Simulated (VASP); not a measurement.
Computed with PBE GGA with D4 dispersion, VASP's PBE PAW potentials (set 64) (plane waves; VASP 6.6.1).

A VASP calculation is set up with these files.

POSCAR:
```
HfC
1
    0.0000000000     2.3575486679     2.3575486679
    2.3575486679     0.0000000000     2.3575486679
    2.3575486679     2.3575486679     0.0000000000
Hf C
1 1
Direct
  0.0000000000   0.0000000000   0.0000000000
  0.5000000000   0.5000000000   0.5000000000
```

### INCAR
```
LCHARG = .FALSE.
PREC = Accurate
LMAXMIX = 6
EDIFF = 1E-7   # SCF stop (eV)
LREAL = .FALSE.   # projection in real space or not
GGA = PE
SIGMA = 0.1   # width (eV)
ALGO = Normal   # blocked Davidson
ISIF = 2
ISMEAR = 1   # Methfessel-Paxton
LWAVE = .FALSE.
LASPH = .TRUE.   # aspherical one-centre terms
IVDW = 13   # D4
ENCUT = 520   # plane-wave cut-off (eV)
SYSTEM = HfC
NELM = 100   # most electronic steps
```

### KPOINTS
```
Automatic mesh
0
Gamma
  14 14 14
```

POTCAR, in this order: Hf_pv C (PBE.64 set). Program: vasp_std.

Output of the run:

**OSZICAR**
```
       N       E                     dE             d eps       ncg     rms          rms(c)
DAV:   1     0.254621248866E+02    0.25462E+02   -0.77833E+03  2288   0.121E+03
DAV:   2    -0.223904152130E+02   -0.47853E+02   -0.45207E+02  2955   0.215E+02
DAV:   3    -0.242240509131E+02   -0.18336E+01   -0.18173E+01  2952   0.328E+01
DAV:   4    -0.242406578552E+02   -0.16607E-01   -0.16594E-01  2793   0.335E+00
DAV:   5    -0.242409006696E+02   -0.24281E-03   -0.24274E-03  3089   0.308E-01    0.530E+01
DAV:   6    -0.211071228971E+02    0.31338E+01   -0.21237E+01  2605   0.232E+01    0.384E+01
DAV:   7    -0.210260969321E+02    0.81026E-01   -0.74578E-01  2669   0.637E+00    0.244E+01
DAV:   8    -0.210195297326E+02    0.65672E-02   -0.85524E-02  2570   0.278E+00    0.648E+00
DAV:   9    -0.210109540193E+02    0.85757E-02   -0.41470E-02  2597   0.121E+00    0.182E+00
DAV:  10    -0.210106908950E+02    0.26312E-03   -0.11253E-03  2776   0.284E-01    0.446E-01
DAV:  11    -0.210106833788E+02    0.75162E-05   -0.25317E-04  2698   0.112E-01    0.535E-02
DAV:  12    -0.210106805627E+02    0.28161E-05   -0.12370E-05  2725   0.284E-02    0.753E-02
DAV:  13    -0.210106796873E+02    0.87534E-06   -0.63020E-07  2736   0.843E-03    0.185E-03
DAV:  14    -0.210106796760E+02    0.11313E-07   -0.14128E-08  1414   0.102E-03
   1 F= -.21487680E+02 E0= -.21487607E+02  d E =-.221139E-03
```

**OUTCAR**
```
------------------------ aborting loop because EDIFF is reached ----------------------------------------
  Edisp (eV):   -0.47700
  FORCE on cell =-STRESS in cart. coord.  units (eV):
  Direction    XX          YY          ZZ          XY          YZ          ZX
  --------------------------------------------------------------------------------------
  Total      -2.09795    -2.09795    -2.09795    -0.00000     0.00000    -0.00000
  in kB    -128.26098  -128.26098  -128.26098    -0.00000     0.00000    -0.00000
  external pressure =     -128.26 kB  Pullay stress =        0.00 kB
  volume of cell :       26.21
      direct lattice vectors                 reciprocal lattice vectors
     0.000000000  2.357548668  2.357548668    -0.212084699  0.212084699  0.212084699
     2.357548668  0.000000000  2.357548668     0.212084699 -0.212084699  0.212084699
     2.357548668  2.357548668  0.000000000     0.212084699  0.212084699 -0.212084699
 POSITION                                       TOTAL-FORCE (eV/Angst)
 -----------------------------------------------------------------------------------
      0.00000      0.00000      0.00000        -0.000000      0.000000     -0.000000
      2.35755      2.35755      2.35755         0.000000     -0.000000      0.000000
 -----------------------------------------------------------------------------------
    total drift:                                0.000000      0.000000      0.000000
  FREE ENERGIE OF THE ION-ELECTRON SYSTEM (eV)
  ---------------------------------------------------
  free  energy   TOTEN  =       -21.4876803025 eV

  energy  without entropy=      -21.4874591631  energy(sigma->0) =      -21.48760659
```
(Selected blocks of OUTCAR.)

The compound is HfC in the rock salt structure. This cell is one point of a volume scan, at 1.06 of the reference volume.
